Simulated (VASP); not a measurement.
Output of a VASP run:

File OUTCAR:
```
 ion  position               nearest neighbor table
   1  0.500  0.500  0.500-   2 2.42   2 2.42   2 2.42   2 2.42   2 2.42   2 2.42   2 2.42   2 2.42
  LATTYP: Found a simple cubic cell.
 ALAT       =     2.7903566401
 Subroutine PRICEL returns:
 Original cell was already a primitive cell.
 Subroutine GETGRP returns: Found 48 space group operations
The static configuration has the point symmetry O_h .
The dynamic configuration has the point symmetry O_h .
 Subroutine INISYM returns: Found 48 space group operations
 Subroutine IBZKPT returns following result:
 Found     84 irreducible k-points:

 Following reciprocal coordinates:
            Coordinates               Weight
  0.000000  0.000000  0.000000      1.000000
  0.076923  0.000000  0.000000      6.000000
  0.153846  0.000000  0.000000      6.000000
  0.230769  0.000000  0.000000      6.000000
  0.307692  0.000000  0.000000      6.000000
  0.384615  0.000000  0.000000      6.000000
  0.461538  0.000000  0.000000      6.000000
  0.076923  0.076923  0.000000     12.000000
  0.153846  0.076923  0.000000     24.000000
  0.230769  0.076923  0.000000     24.000000
  0.307692  0.076923  0.000000     24.000000
  0.384615  0.076923  0.000000     24.000000
  0.461538  0.076923  0.000000     24.000000
  0.153846  0.153846  0.000000     12.000000
  0.230769  0.153846  0.000000     24.000000
  0.307692  0.153846  0.000000     24.000000
  0.384615  0.153846  0.000000     24.000000
  0.461538  0.153846  0.000000     24.000000
  0.230769  0.230769  0.000000     12.000000
  0.307692  0.230769  0.000000     24.000000
  0.384615  0.230769  0.000000     24.000000
  0.461538  0.230769  0.000000     24.000000
  0.307692  0.307692  0.000000     12.000000
  0.384615  0.307692  0.000000     24.000000
  0.461538  0.307692  0.000000     24.000000
  0.384615  0.384615  0.000000     12.000000
  0.461538  0.384615  0.000000     24.000000
  0.461538  0.461538  0.000000     12.000000
  0.076923  0.076923  0.076923      8.000000
  0.153846  0.076923  0.076923     24.000000
  0.230769  0.076923  0.076923     24.000000
  0.307692  0.076923  0.076923     24.000000
  0.384615  0.076923  0.076923     24.000000
  0.461538  0.076923  0.076923     24.000000
  0.153846  0.153846  0.076923     24.000000
  0.230769  0.153846  0.076923     48.000000
  0.307692  0.153846  0.076923     48.000000
  0.384615  0.153846  0.076923     48.000000
  0.461538  0.153846  0.076923     48.000000
  0.230769  0.230769  0.076923     24.000000
   k-points           NKPTS =     84   k-points in BZ     NKDIM =     84   number of bands    NBANDS=     10
   number of dos      NEDOS =    301   number of ions     NIONS =      2
   total plane-waves  NPLWV =  13824
   dimension x,y,z NGX =    24 NGY =   24 NGZ =   24
   dimension x,y,z NGXF=    48 NGYF=   48 NGZF=   48
   ions per type =               1   1
   PREC   = accura    normal or accurate (medium, high low for compatibility)
   ISTART =      0    job   : 0-new  1-cont  2-samecut
   ICHARG =      2    charge: 1-file 2-atom 10-const
   ISPIN  =      1    spin polarized calculation?
   LNONCOLLINEAR =      F non collinear calculations
   LSORBIT =      F    spin-orbit coupling
   INIWAV =      1    electr: 0-lowe 1-rand  2-diag
   ENCUT  =  520.0 eV  38.22 Ry    6.18 a.u.   5.19  5.19  5.19*2*pi/ulx,y,z
   NELM   =    100;   NELMIN=  2; NELMDL= -5     # of ELM steps
   EDIFF  = 0.1E-06   stopping-criterion for ELM
   LREAL  =      F    real-space projection
   NLSPLINE    = F    spline interpolate recip. space projectors
   LMAXMIX     =    4 max onsite mixed and CHGCAR
   VOSKOWN=      0    Vosko Wilk Nusair interpolation
   EDIFFG = 0.1E-05   stopping-criterion for IOM
   NSW    =      0    number of steps for IOM
   NBLOCK =      1;   KBLOCK =      1    inner block; outer block
   IBRION =     -1    ionic relax: 0-MD 1-quasi-New 2-CG
   NFREE  =      0    steps in history (QN), initial steepest desc. (CG)
...
```

OSZICAR:
```
       N       E                     dE             d eps       ncg     rms          rms(c)
DAV:   1     0.386660661109E+02    0.38666E+02   -0.54905E+03  1680   0.129E+03
DAV:   2    -0.122939600857E+02   -0.50960E+02   -0.48570E+02  1690   0.198E+02
DAV:   3    -0.136101405038E+02   -0.13162E+01   -0.13067E+01  2000   0.420E+01
DAV:   4    -0.136320984272E+02   -0.21958E-01   -0.21948E-01  2034   0.484E+00
DAV:   5    -0.136327183349E+02   -0.61991E-03   -0.61989E-03  1950   0.809E-01    0.131E+01
DAV:   6    -0.159019046374E+02   -0.22692E+01   -0.67544E+01  1866   0.126E+02    0.163E+01
DAV:   7    -0.119593789064E+02    0.39425E+01   -0.30226E+01  1858   0.800E+01    0.195E+00
DAV:   8    -0.119465874898E+02    0.12791E-01   -0.21023E-01  1778   0.425E+00    0.119E+00
DAV:   9    -0.119317964363E+02    0.14791E-01   -0.48422E-02  2042   0.317E+00    0.300E-01
DAV:  10    -0.119313665332E+02    0.42990E-03   -0.13512E-03  2280   0.537E-01    0.149E-01
DAV:  11    -0.119313536068E+02    0.12926E-04   -0.22986E-05  1908   0.446E-02    0.183E-02
DAV:  12    -0.119313495978E+02    0.40090E-05   -0.19903E-05  1980   0.642E-02    0.560E-03
DAV:  13    -0.119313496397E+02   -0.41931E-07   -0.30157E-07  1742   0.530E-03
   1 F= -.12859172E+02 E0= -.12859016E+02  d E =-.467434E-03
```

### OUTCAR
```
------------------------ aborting loop because EDIFF is reached ----------------------------------------
 Edisp (eV)   -0.92782
  FORCE on cell =-STRESS in cart. coord.  units (eV):
  Direction    XX          YY          ZZ          XY          YZ          ZX
  --------------------------------------------------------------------------------------
  Total       0.85411     0.85411     0.85411    -0.00000    -0.00000     0.00000
  in kB      62.98597    62.98597    62.98597    -0.00000    -0.00000     0.00000
  external pressure =       62.99 kB  Pullay stress =        0.00 kB
  volume of cell :       21.73
      direct lattice vectors                 reciprocal lattice vectors
     2.790356640  0.000000000  0.000000000     0.358377128  0.000000000  0.000000000
     0.000000000  2.790356640  0.000000000     0.000000000  0.358377128  0.000000000
     0.000000000  0.000000000  2.790356640     0.000000000  0.000000000  0.358377128
 POSITION                                       TOTAL-FORCE (eV/Angst)
 -----------------------------------------------------------------------------------
      1.39518      1.39518      1.39518         0.000000      0.000000      0.000000
      0.00000      0.00000      0.00000         0.000000      0.000000      0.000000
 -----------------------------------------------------------------------------------
    total drift:                                0.000000      0.000000      0.000000
  FREE ENERGIE OF THE ION-ELECTRON SYSTEM (eV)
  ---------------------------------------------------
  free  energy   TOTEN  =       -12.8591718176 eV

  energy  without entropy=      -12.8587043840  energy(sigma->0) =      -12.85901601
```
(Selected blocks of OUTCAR.)

File POSCAR:
```
CoAl
1
    2.7903566401     0.0000000000     0.0000000000
    0.0000000000     2.7903566401     0.0000000000
    0.0000000000     0.0000000000     2.7903566401
Al Co
1 1
Direct
  0.5000000000   0.5000000000   0.5000000000
  0.0000000000   0.0000000000   0.0000000000
```

### Question
Write an INCAR and KPOINTS that could have produced this output.

### Answer
This is not unique; one that fits is the input of the run itself, PBE GGA with D3 dispersion (Becke-Johnson damping), plane waves, VASP's PBE PAW potentials (set 64).

### INCAR
```
! general
SYSTEM =CoAl
PREC   =Accurate
ENCUT  =520
LREAL  =.FALSE.
LASPH  =.TRUE.

! electronic loop
EDIFF  =1E-7
NELM   =100
ALGO   =Normal
LMAXMIX=4

! smearing
ISMEAR =1
SIGMA  =0.1

! functional
GGA    =PE
IVDW   =12

! ions
ISIF   =2

! output
LWAVE  =.FALSE.
LCHARG =.FALSE.
```

**KPOINTS**
```
kpoints
0
gamma
  13 13 13
0 0 0
```

POTCAR, in this order: Al Co (PBE.64 set). Program: vasp_std.

The compound is CoAl in the CsCl type structure. This cell is one point of a volume scan, at 0.97 of the reference volume. The run is not spin-polarised, so no magnetic state was tried.
